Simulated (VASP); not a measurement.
MnPt2:

```
Pt Mn
1.0
     2.85840    0.00000    0.00000
    -1.42920    2.47545    0.00000
     0.00000    0.00000    6.53250
Pt Mn
2 1
Direct
  0.66667 0.33333 0.31621
  0.33333 0.66667 0.68379
  0.00000 0.00000 0.00000
```

The cell comes from a database or a generator and needn't be the stable form of this composition.

| Item | Value |
| --- | --- |
| Program | VASP 6.6.1 |
| Task | single point |
| Functional | PBE |
| Potentials or basis | VASP PAW PBE potentials, release 64 (Pt, Mn_pv) |
| Cutoff | 520 eV |
| k mesh | 11 × 11 × 4 |
| Occupations | fermi-dirac, width 0.05 eV |
| Spin | collinear spin, ferromagnetic start |
| Starting moments | [0.0, 0.0, 4.0] μB |

On this cell: pressure -0.6 GPa; largest force 0.034 eV/Å; net moment 4.56 μB per cell; site moments Pt +0.31; Mn +3.77 μB; band gap on the k mesh none (metal or under the smearing width).

The same run follows on a disturbed copy (atoms moved at random, drawn with an rms of 0.05 Å):

```xyz
3
Lattice="2.8584 0.0000 0.0000 -1.4292 2.4755 0.0000 0.0000 0.0000 6.5325" Properties=species:S:1:pos:R:3 pbc="T T T"
Pt    1.4108    0.8661    2.0592
Pt    0.0313    1.6535    4.4467
Mn   -0.0487   -0.0684   -0.0382
```

Question: What changes?

Answer: The energy (extrapolated to zero smearing) moves by +7.3 meV/atom; pressure -0.5 GPa; largest force 0.436 eV/Å; net moment 4.57 μB per cell; site moments Pt +0.30, +0.31; Mn +3.77 μB; band gap on the k mesh none (metal or under the smearing width).

Forces on the atoms (eV/Å):
```
Pt  -0.005 -0.165 -0.189
Pt  -0.155 -0.087 -0.128
Mn   0.161  0.252  0.317
```

Stress tensor (GPa, compression positive):
```
-1.54  0.20  0.37
 0.20 -1.53 -0.04
 0.37 -0.04  1.72
```
